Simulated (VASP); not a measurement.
Calculation: r2SCAN meta-GGA, VASP's PBE PAW potentials (set 64) (plane waves; VASP).

A VASP calculation is set up with these files.

KPOINTS:
```
Automatic mesh
0
G
  5 5 5
0 0 0
```

KPOINTS_OPT:
```
k-points along high-symmetry lines
5
Line-mode
Reciprocal
  0.000000   0.000000   0.000000 ! GAMMA
  0.500000   0.000000   0.000000 ! X

  0.500000   0.000000   0.000000 ! X
  0.500000   0.500000   0.000000 ! S

  0.500000   0.500000   0.000000 ! S
  0.000000   0.500000   0.000000 ! Y

  0.000000   0.500000   0.000000 ! Y
  0.000000   0.000000   0.000000 ! GAMMA

  0.000000   0.000000   0.000000 ! GAMMA
  0.000000   0.000000   0.500000 ! Z

  0.000000   0.000000   0.500000 ! Z
  0.500000   0.000000   0.500000 ! U

  0.500000   0.000000   0.500000 ! U
  0.500000   0.500000   0.500000 ! R

  0.500000   0.500000   0.500000 ! R
  0.000000   0.500000   0.500000 ! T

  0.000000   0.500000   0.500000 ! T
  0.000000   0.000000   0.500000 ! Z

  0.500000   0.000000   0.000000 ! X
  0.500000   0.000000   0.500000 ! U

  0.000000   0.500000   0.000000 ! Y
  0.000000   0.500000   0.500000 ! T

  0.500000   0.500000   0.000000 ! S
  0.500000   0.500000   0.500000 ! R
```

**POSCAR**
```
HfO2
1
    5.0846637971     0.0000000000     0.0000000000
    0.0000000000     5.1664918319     0.0000000000
    0.0000000000     0.0000000000     4.8926817275
Hf O
4 8
Direct
  0.2774551973   0.2818999443   0.7279330213
  0.7225448027   0.7181000557   0.7279330213
  0.7774551973   0.2181000557   0.2720669787
  0.2225448027   0.7818999443   0.2720669787
  0.5000000000   0.5000000000   0.4247079803
  0.0000000000   1.0000000000   0.5752920197
  0.5000000000   1.0000000000   0.5108781404
  0.0000000000   0.5000000000   0.4891218596
  0.3132848246   0.6634990236   0.8956087209
  0.6867151754   0.3365009764   0.8956087209
  0.8132848246   0.8365009764   0.1043912791
  0.1867151754   0.1634990236   0.1043912791
```

**INCAR**
```
PREC=Accurate
LMAXMIX=6
LREAL=.FALSE.   # projection in real space or not
LEFG=.TRUE.
LWAVE=.FALSE.
ALGO=Normal   # blocked Davidson
ENCUT=520
SYSTEM=HfO2
NEDOS=601   # DOS grid
ISMEAR=-5   # tetrahedra, Bloechl
METAGGA=R2SCAN
NELM=100   # most electronic steps
LASPH=.TRUE.   # aspherical one-centre terms
ISIF=2   # forces and stress, cell fixed
EDIFF=1E-7
LCHARG=.FALSE.
LORBIT=11   # lm-projected
LMIXTAU=.TRUE.
```

POTCAR, in this order: Hf_pv O (PBE.64 set). Program: vasp_std.

What VASP printed:

### OSZICAR
```
       N       E                     dE             d eps       ncg     rms          rms(c)
DAV:   1     0.431590849022E+03    0.43159E+03   -0.52730E+04  2808   0.176E+03
DAV:   2    -0.285741047972E+03   -0.71733E+03   -0.70385E+03  3572   0.446E+02
DAV:   3    -0.320708364966E+03   -0.34967E+02   -0.34880E+02  3368   0.915E+01
DAV:   4    -0.321144327809E+03   -0.43596E+00   -0.43526E+00  3400   0.113E+01
DAV:   5    -0.321152073289E+03   -0.77455E-02   -0.77406E-02  3344   0.135E+00    0.118E+02
DAV:   6    -0.279333101405E+03    0.41819E+02   -0.77107E+01  3136   0.373E+01    0.903E+01
DAV:   7    -0.274728494990E+03    0.46046E+01   -0.95787E+00  3496   0.167E+01    0.322E+01
DAV:   8    -0.284324665777E+03   -0.95962E+01   -0.62449E+00  3040   0.148E+01    0.123E+01
DAV:   9    -0.271153638500E+03    0.13171E+02   -0.60773E+00  3028   0.113E+01    0.130E+01
DAV:  10    -0.273963072904E+03   -0.28094E+01   -0.27611E+00  3064   0.882E+00    0.342E+00
DAV:  11    -0.274009911237E+03   -0.46838E-01   -0.32517E-02  3420   0.112E+00    0.141E+00
DAV:  12    -0.274129638624E+03   -0.11973E+00   -0.18028E-02  3076   0.987E-01    0.751E-01
DAV:  13    -0.274189770656E+03   -0.60132E-01   -0.20205E-02  3004   0.989E-01    0.245E-01
DAV:  14    -0.274187492697E+03    0.22780E-02   -0.18503E-03  3364   0.310E-01    0.180E-01
DAV:  15    -0.274191080621E+03   -0.35879E-02   -0.12145E-03  3020   0.280E-01    0.886E-02
DAV:  16    -0.274191084125E+03   -0.35041E-05   -0.13839E-04  3168   0.871E-02    0.313E-02
DAV:  17    -0.274191168134E+03   -0.84009E-04   -0.24271E-04  3012   0.108E-01    0.501E-02
DAV:  18    -0.274191279770E+03   -0.11164E-03   -0.30266E-05  3024   0.400E-02    0.100E-02
DAV:  19    -0.274191294675E+03   -0.14905E-04   -0.29614E-06  3436   0.124E-02    0.719E-03
DAV:  20    -0.274191302243E+03   -0.75687E-05   -0.26352E-06  3032   0.106E-02    0.616E-03
DAV:  21    -0.274191307080E+03   -0.48370E-05   -0.92046E-07  2808   0.700E-03    0.488E-03
DAV:  22    -0.274191308367E+03   -0.12864E-05   -0.28258E-07  2120   0.420E-03    0.257E-03
DAV:  23    -0.274191308752E+03   -0.38533E-06   -0.23364E-07  1936   0.383E-03    0.875E-04
DAV:  24    -0.274191308749E+03    0.32978E-08   -0.28367E-08  1716   0.117E-03
   1 F= -.27419131E+03 E0= -.27419131E+03  d E =0.000000E+00
       N       E                     dE             ncg
       N       E                     dE             ncg
       N       E                     dE             ncg
```

File OUTCAR:
```
------------------------ aborting loop because EDIFF is reached ----------------------------------------
  FORCE on cell =-STRESS in cart. coord.  units (eV):
  Direction    XX          YY          ZZ          XY          YZ          ZX
  --------------------------------------------------------------------------------------
  Total       -0.0481056      0.0315485      0.0072208      0.0000000      0.0000000      0.0000000
  in kB       -0.5996542      0.3932645      0.0900103      0.0000000      0.0000000      0.0000000
  external PRESSURE =      -0.0387931 kB  Pullay stress =       0.0000000 kB
  volume of cell :      128.53
      direct lattice vectors                 reciprocal lattice vectors
     5.084663797  0.000000000  0.000000000     0.196669837  0.000000000  0.000000000
     0.000000000  5.166491832  0.000000000     0.000000000  0.193554937  0.000000000
     0.000000000  0.000000000  4.892681728     0.000000000  0.000000000  0.204386890
 POSITION                                       TOTAL-FORCE (eV/Angst)
 -----------------------------------------------------------------------------------
      1.41077      1.45643      3.56154        -0.003164     -0.001247      0.003967
      3.67390      3.71006      3.56154         0.003164      0.001247      0.003967
      3.95310      1.12681      1.33114        -0.003164      0.001247     -0.003967
      1.13157      4.03968      1.33114         0.003164     -0.001247     -0.003967
      2.54233      2.58325      2.07796         0.000000      0.000000     -0.001872
      0.00000      0.00000      2.81472         0.000000      0.000000      0.001872
      2.54233      0.00000      2.49956         0.000000      0.000000      0.005436
      0.00000      2.58325      2.39312         0.000000      0.000000     -0.005436
      1.59295      3.42796      4.38193        -0.004190     -0.009592      0.002759
      3.49172      1.73853      4.38193         0.004190      0.009592      0.002759
      4.13528      4.32178      0.51075        -0.004190      0.009592     -0.002759
      0.94938      0.84472      0.51075         0.004190     -0.009592     -0.002759
 -----------------------------------------------------------------------------------
    total drift:                               -0.000000     -0.000000      0.000000
  FREE ENERGIE OF THE ION-ELECTRON SYSTEM (eV)
  ---------------------------------------------------
  free  energy   TOTEN  =      -274.1913087487 eV

  energy  without entropy=     -274.1913087487  energy(sigma->0) =     -274.19130875

 total charge

# of ion       s       p       d       tot
------------------------------------------
    1        0.316   6.624   1.451   8.391
    2        0.316   6.624   1.451   8.391
    3        0.316   6.624   1.451   8.391
    4        0.316   6.624   1.451   8.391
    5        1.564   3.596   0.000   5.160
    6        1.564   3.596   0.000   5.160
    7        1.567   3.609   0.000   5.177
    8        1.567   3.609   0.000   5.177
    9        1.567   3.561   0.000   5.128
   10        1.567   3.561   0.000   5.128
   11        1.567   3.561   0.000   5.128
   12        1.567   3.561   0.000   5.128
--------------------------------------------------
tot         13.796  55.153   5.803  74.751

 Electric field gradients after diagonalization (V/A^2)
 (convention: |V_zz| > |V_xx| > |V_yy|)
----------------------------------------------------------------------
 ion       V_xx      V_yy      V_zz     asymmetry (V_yy - V_xx)/ V_zz
----------------------------------------------------------------------
   1    -138.877   -48.093   186.970       0.486
   2    -138.877   -48.093   186.970       0.486
   3    -138.877   -48.093   186.970       0.486
   4    -138.877   -48.093   186.970       0.486
   5      18.617     4.144   -22.761       0.636
   6      18.617     4.144   -22.761       0.636
   7      11.264     1.252   -12.516       0.800
   8      11.264     1.252   -12.516       0.800
   9      39.375    11.751   -51.126       0.540
  10      39.375    11.751   -51.126       0.540
  11      39.375    11.751   -51.126       0.540
  12      39.375    11.751   -51.126       0.540
```
(Selected blocks of OUTCAR.)

File OUTCAR:
```
 val. band max:        3.5338047002   @ k =   0.0000   0.0000   0.4000

 cond. band min:       7.9552015083   @ k =   0.0000   0.0000   0.4000


 Fermi energy:         3.5682055145

 k-point     1 :       0.0000    0.0000    0.0000
  band No.  band energies     occupation
      1     -27.1247      2.00000
      2     -27.1051      2.00000
      3     -27.1039      2.00000
      4     -26.8376      2.00000
      5     -26.8228      2.00000
      6     -26.7448      2.00000
      7     -26.7441      2.00000
      8     -26.7404      2.00000
      9     -26.6907      2.00000
     10     -26.6010      2.00000
     11     -26.5391      2.00000
     12     -26.5214      2.00000
     13     -15.9479      2.00000
     14     -14.6013      2.00000
     15     -14.2718      2.00000
     16     -14.2450      2.00000
     17     -13.5994      2.00000
     18     -13.5809      2.00000
     19     -13.3098      2.00000
     20     -13.1898      2.00000
     21      -2.0588      2.00000
     22      -1.8855      2.00000
     23      -1.7110      2.00000
     24      -1.0661      2.00000
     25      -1.0411      2.00000
     26      -0.5463      2.00000
     27      -0.4031      2.00000
     28      -0.1909      2.00000
     29       0.2977      2.00000
     30       0.6151      2.00000
     31       0.6587      2.00000
     32       0.8717      2.00000
     33       1.2031      2.00000
     34       1.3593      2.00000
     35       1.4255      2.00000
     36       1.7636      2.00000
     37       1.9004      2.00000
     38       1.9416      2.00000
     39       2.3149      2.00000
     40       2.3703      2.00000
     41       2.4940      2.00000
     42       3.3046      2.00000
     43       3.4321      2.00000
     44       3.4361      2.00000
     45       8.1827      0.00000
     46       8.7295      0.00000
     47       9.1491      0.00000
     48       9.5837      0.00000
     49       9.6826      0.00000
     50      10.0538      0.00000
     51      10.2585      0.00000
...
```

Unless said otherwise, spin-orbit coupling is left out, though it shifts the bands of the heavy elements here.

The structure comes from a computed database's HfO2 entry (P2_12_12); how it stands against other phases isn't given here. It was relaxed first.
